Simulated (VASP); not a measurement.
Given:

```xyz
3
Lattice="1.7372 -3.0090 0.0000 1.7372 3.0090 0.0000 0.0000 0.0000 5.4817" Properties=species:S:1:pos:R:3 pbc="T T T"
Pt     0.0000     0.0000     0.0000
S      1.7372     1.0030     1.2089
S      1.7372    -1.0030     4.2728
```

Calculation: r2SCAN meta-GGA, VASP's PBE PAW potentials (set 64) (plane waves; VASP). Run with 520 eV cut-off, 7×7×4 Γ-centred mesh, Gaussian smearing of 0.050 eV, potentials Pt S.

**Question.** The ions and cell shape at fixed volume are relaxed. Predict the relaxed structure.

**Answer.** 
```xyz
3
Lattice="1.7741 -3.0729 0.0000 1.7741 3.0729 0.0000 0.0000 0.0000 5.2560" Properties=species:S:1:pos:R:3 pbc="T T T"
Pt     0.0000     0.0000     0.0000
S      1.7741     1.0243     1.2269
S      1.7741    -1.0243     4.0291
```
Space group P-3m1 (164), at a tolerance of 0.03 Å.

**Question.** How much energy does the relaxation gain?

**Answer.** The energy (σ→0) changes by -29.7 meV/atom, in 6 ionic steps.

```json
[
 {"step": "1", "E(σ→0) (eV)": "-68.7718", "max force (eV/Å)": "0.924", "pressure (GPa)": "9.33", "volume (Å³)": "57.31"},
 {"step": "2", "E(σ→0) (eV)": "-68.8407", "max force (eV/Å)": "0.280", "pressure (GPa)": "4.64", "volume (Å³)": "57.31"},
 {"step": "3", "E(σ→0) (eV)": "-68.8535", "max force (eV/Å)": "0.164", "pressure (GPa)": "1.43", "volume (Å³)": "57.31"},
 {"step": "4", "E(σ→0) (eV)": "-68.8536", "max force (eV/Å)": "0.125", "pressure (GPa)": "1.71", "volume (Å³)": "57.31"},
 {"step": "5", "E(σ→0) (eV)": "-68.8598", "max force (eV/Å)": "0.045", "pressure (GPa)": "1.36", "volume (Å³)": "57.31"},
 {"step": "6", "E(σ→0) (eV)": "-68.8610", "max force (eV/Å)": "0.007", "pressure (GPa)": "1.12", "volume (Å³)": "57.31"}
]
```

The compound is PtS2 in the 1T layered structure. This cell is one point of a volume scan, at 0.94 of the reference volume. Symmetry was kept, so distortions that lower it aren't found.
